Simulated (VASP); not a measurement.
All values below come from PBE GGA with D3 dispersion (Becke-Johnson damping), VASP's PBE PAW potentials (set 64) (plane waves; VASP).

VASP ran on this input.

**INCAR**
```
! general
SYSTEM  =  Mg
PREC    =  Accurate
ENCUT   =  520
LREAL   =  F
LASPH   =  T

! electronic loop
EDIFF   =  1E-7
NELM    =  100
ALGO    =  Normal

! smearing
ISMEAR  =  1
SIGMA   =  0.1

! functional
GGA     =  PE
IVDW    =  12

! ions
IBRION  =  2
NSW     =  30
ISIF    =  4
EDIFFG  =  -0.01

! output
LWAVE   =  F
LCHARG  =  F
```

File KPOINTS:
```
Automatic mesh
0
Gamma
13 13 7
```

### POSCAR
```
Mg
1
    1.5750112310    -2.7279999029     0.0000000000
    1.5750112310     2.7279999029     0.0000000000
    0.0000000000     0.0000000000     5.0312035788
Mg
2
Direct
  0.3333330000   0.6666670000   0.2500000000
  0.6666670000   0.3333330000   0.7500000000
```

POTCAR, in this order: Mg (PBE.64 set). Program: vasp_std.

**Question.** What does the run give for the energy per atom (σ→0), dispersion energy, band gap (on the k-mesh)?

**Answer.** 
```yaml
energy per atom (σ→0): -1.794 eV/atom
dispersion_energy: -0.602 eV
band gap (on the k-mesh): none (metal, semimetal or under 0.01 eV)
```

OSZICAR:
```
...
DAV:   4    -0.298570680382E+01   -0.17084E-07   -0.30215E-08   858   0.143E-03
   2 F= -.35877978E+01 E0= -.35873776E+01  d E =-.924845E-03
       N       E                     dE             d eps       ncg     rms          rms(c)
DAV:   1    -0.298616084000E+01   -0.45405E-03   -0.38650E-03  1368   0.338E-01    0.199E-02
DAV:   2    -0.298615835572E+01    0.24843E-05   -0.20733E-05  1116   0.337E-02    0.125E-02
DAV:   3    -0.298615542177E+01    0.29340E-05   -0.39430E-06  1242   0.100E-02    0.236E-04
DAV:   4    -0.298615543956E+01   -0.17794E-07   -0.51688E-08   918   0.187E-03
   3 F= -.35882455E+01 E0= -.35881045E+01  d E =-.137255E-02
```

The compound is Mg in the hcp structure. This run relaxes it. Symmetry was kept, so distortions that lower it aren't found.
